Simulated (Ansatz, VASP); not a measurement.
# Pt2C (antifluorite type (invented)) in two plane-wave programs, part 2 of 2

Wanted: the spread between two codes on one cell, functional and k mesh. The cell is generated by rule, not measured, and may not be a known phase. Of the first pair: The two relaxations start from unlike cells of this crystal (the structure described is Ansatz's start), so only their ends are compared.

VASP 6.6.1 and Ansatz 0.2.0.

So far: Set-up; VASP: relaxation of cell and atoms, PBE, pair 1; Ansatz: relaxation of cell and atoms, PBE, pair 1; Side by side.

### Step 5. Ansatz: relaxation of cell and atoms, PBE, pair 2

Level of this step: Ansatz beside VASP: Kohn-Sham DFT, plane waves, PBE (Ansatz).

The relaxed volume is the usual yardstick between codes: in a stiff, nearly cubic crystal its relative difference is about their pressure difference at one cell divided by the bulk modulus. Its start cell is another than that of the pair before, and may be another structure of the material.

The cell is taken from a series of runs on this material, whose earlier steps may have relaxed, scaled, displaced or heated it; both programs get it as it stands.

Contents of input.yaml:

```yaml
crystal:
  lattice:
    - [0.0, 2.7149474974, 2.7149474974]
    - [2.7149474974, 0.0, 2.7149474974]
    - [2.7149474974, 2.7149474974, 0.0]
  atoms:
    - { symbol: C, position: [0.0, 0.0, 0.0] }
    - { symbol: Pt, position: [0.25, 0.25, 0.25] }
    - { symbol: Pt, position: [0.75, 0.75, 0.75] }
kpoints:
  mp_grid: { grid: [14, 14, 14] }
hamiltonian:
  xc: pbe
scf:
  occupations: { method: gaussian, width: 0.1 }
output:
  forces: true
  stress: true
  eigenvalues: true
relax:
  adjacent_minimum: "off"
  f_tol: 0.005
  max_steps: 80
  cell: { stress_tol: 0.05 }
```

On the command line:

```sh
$ ansatz run input.yaml --threads 2 --pin off --max-ram 5120MiB --backend cpu --events-out ev --progress --plain --runs-dir out
```

Numbers of over 12 decimals in the logs are rounded to 6 here.

The program printed:

```text
[...]
Crystal: 3 atoms, lattice volume = 40.023 Å³
Basis set: ecut = 420 eV, 749 PW (Γ), exchange–correlation on 54×54×54 points (8 copies of the dense FFT grid, shifted against one another)
Bands: 24, of which v1, the nominal top of the filled ones, is band 20 counted from 1 (19 counted from 0)
Symmetry: 48 space group operations
[...]
k-points: 104 of 2744
[...]
k-point 103: bands = [... 16 lower, 16.6262, 17.4009, 17.5161, 17.8452, 20.2008, 20.2135, 25.9688, 26.0888]
--- Relaxed structure (3 steps of the walk, 3 accepted, 1 SCFs on fresh bases) ---
[...]
cell:  # Å, volume = 40.0947 Å³
    - [0, 2.716557, 2.716557]
    - [2.716557, 0, 2.716557]
    - [2.716557, 2.716557, 0]
  atoms:
    - { symbol: C, position: [0, 0, 0] }
    - { symbol: Pt, position: [0.25, 0.25, 0.25] }
    - { symbol: Pt, position: [0.750000, 0.750000, 0.750000] }
[key lines of the parts left out:]
SCF converged after 7 iterations
Free energy (F): -25293.806579 eV
Fermi energy:    19.896107 eV
P = ⅓ Tr σ = -0.0001 GPa (-0.001 kbar)
```

### Step 6. VASP: relaxation of cell and atoms, PBE, pair 2

The same cell, functional, mesh and smearing now go to VASP, with its own data sets.

Contents of INCAR:

```
SYSTEM = Pt2C
PREC = Accurate
ENCUT = 600
EDIFF = 1E-07
NELM = 120
ISMEAR = 0
SIGMA = 0.1
LREAL = .FALSE.
ALGO = Normal
GGA = PE
NBANDS = 18
LASPH = .TRUE.
LORBIT = 11
LWAVE = .FALSE.
LCHARG = .FALSE.
ISIF = 3
IBRION = 2
NSW = 80
EDIFFG = -0.005
GGA_COMPAT = .FALSE.
NELMIN = 4
```

Contents of POSCAR:

```
Pt2C
1.0
    0.0000000000      2.7149470000      2.7149470000
    2.7149470000      0.0000000000      2.7149470000
    2.7149470000      2.7149470000      0.0000000000
C Pt
1 2
Direct
    0.0000000000      0.0000000000      0.0000000000
    0.2500000921      0.2500000921      0.2500000921
    0.7500000921      0.7500000921      0.7500000921
```

Contents of KPOINTS:

```
Automatic mesh
0
Gamma
14 14 14
0 0 0
```

The projector-augmented-wave data sets are C and Pt (PBE family, release 64).

On the command line:

```sh
$ mpirun -np 1 vasp_std
```

The program printed:

```text
[... set-up lines as in an earlier step ...]
 entering main loop
       N       E                     dE             d eps       ncg     rms          rms(c)
DAV:   1     0.133196625405E+03    0.13320E+03   -0.13759E+04  3744   0.145E+03
DAV:   2    -0.148622809505E+02   -0.14806E+03   -0.14281E+03  4374   0.278E+02
DAV:   3    -0.196761194522E+02   -0.48138E+01   -0.47301E+01  4306   0.473E+01
DAV:   4    -0.197165764308E+02   -0.40457E-01   -0.40422E-01  4074   0.481E+00
[...]
DAV:  12    -0.182756683589E+02    0.66684E-06   -0.45303E-06  4280   0.174E-02    0.205E-03
DAV:  13    -0.182756682511E+02    0.10779E-06   -0.32574E-07  3934   0.405E-03    0.703E-04
DAV:  14    -0.182756681885E+02    0.62629E-07   -0.13370E-08  1970   0.936E-04
   1 F= -.18275668E+02 E0= -.18274269E+02  d E =-.182757E+02
[...]
N       E                     dE             d eps       ncg     rms          rms(c)
DAV:   1    -0.182764400590E+02   -0.77181E-03   -0.15157E-02  3752   0.108E+00    0.184E-01
[...]
DAV:   6    -0.182756304065E+02    0.64267E-06   -0.81484E-07  4258   0.581E-03    0.853E-04
DAV:   7    -0.182756303857E+02    0.20770E-07   -0.87245E-08  2392   0.188E-03
   2 F= -.18275630E+02 E0= -.18274240E+02  d E =0.378028E-04
 trial-energy change:    0.000038  1 .order    0.000033   -0.000081    0.000148
 step:   0.3292(harm=  0.3544)  dis= 0.00000  next Energy=   -18.275681 (dE=-0.132E-04)
[...]
N       E                     dE             d eps       ncg     rms          rms(c)
DAV:   1    -0.182760397555E+02   -0.40935E-03   -0.68185E-03  3756   0.721E-01    0.124E-01
DAV:   2    -0.182757181650E+02    0.32159E-03   -0.10792E-03  3844   0.287E-01    0.633E-02
DAV:   3    -0.182756811562E+02    0.37009E-04   -0.56600E-05  4070   0.594E-02    0.379E-02
DAV:   4    -0.182756797359E+02    0.14203E-05   -0.35975E-05  3910   0.426E-02    0.179E-02
DAV:   5    -0.182756808095E+02   -0.10736E-05   -0.21019E-06  3828   0.104E-02    0.536E-03
DAV:   6    -0.182756810488E+02   -0.23937E-06   -0.37481E-07  4092   0.395E-03    0.572E-04
DAV:   7    -0.182756810836E+02   -0.34741E-07   -0.40132E-08  1912   0.128E-03
   3 F= -.18275681E+02 E0= -.18274284E+02  d E =-.128951E-04
[...]
reached required accuracy - stopping structural energy minimisation
```

OUTCAR, selected parts (step 6):

```text
  Total        0.0029706      0.0029706      0.0029706     -0.0000000      0.0000000     -0.0000000
  in kB        0.1188402      0.1188402      0.1188402     -0.0000000      0.0000000     -0.0000000
  external PRESSURE =       0.1188402 kB  Pullay stress =       0.0000000 kB

 POSITION                                       TOTAL-FORCE (eV/Angst)
 -----------------------------------------------------------------------------------
      0.00000      0.00000      0.00000        -0.000000     -0.000000     -0.000000
      1.35777      1.35777      1.35777         0.000000      0.000000      0.000000
      4.07331      4.07331      4.07331        -0.000000     -0.000000     -0.000000
 -----------------------------------------------------------------------------------
    total drift:                               -0.000226     -0.000226     -0.000226

  FREE ENERGIE OF THE ION-ELECTRON SYSTEM (eV)
  ---------------------------------------------------
  free  energy   TOTEN  =       -18.2756810836 eV

  energy  without entropy=      -18.2728878726  energy(sigma->0) =      -18.27428448

[... 1 part as in an earlier step ...]

[... 3 further parts left out ...]
[key lines of the parts left out:]
E-fermi :  10.2730
```

### Step 7. Side by side

What differs besides the data sets and the points named for the pairs above, as far as they apply: the data sets hold 40 valence electrons in Ansatz (on its default PAW (the set named soft_2) files) and 24 in VASP. Total energies have different zeros and are not compared.

The two programs side by side:

| quantity | Ansatz | VASP | difference |
| --- | --- | --- | --- |
| volume (Å³) | 40.09 | 40.05 | +0.11 % |
| edge a after relaxation, in the typed setting (Å) | 3.842 | 3.840 | +0.04 % |

### Step 8. Outcome

| Item | Value |
| --- | --- |
| difference in volume (relaxation of cell and atoms, PBE, pair 1) | -0.0084 % |
| difference in volume (relaxation of cell and atoms, PBE, pair 2) | 0.11 % |

**Reading.** The difference in volume is 0.11 % (relaxation of cell and atoms, PBE, pair 2), within the 1.2 % picked in this series as the mark of a large difference, as far as the stopping tolerances let one tell. The data sets hold unlike numbers of valence electrons (40 in Ansatz and 24 in VASP), so part of the differences comes from the potentials. Such differences can come from data sets, numerical settings and the points named under the comparisons, not from the functional's error against experiment.

[Lines on the potential files, build, host, timing and source positions are cut from VASP's logs without a mark.]

[Logs are printed without paths, hosts, clocks, repeated set-up lines and the standing remarks that a program may print on its own settings, such as how far it seeks lower states.]

[Hosts, paths, dates, database ids (printed as entryN), source tags and the programs' standing remarks are cut or masked in the printed files.]
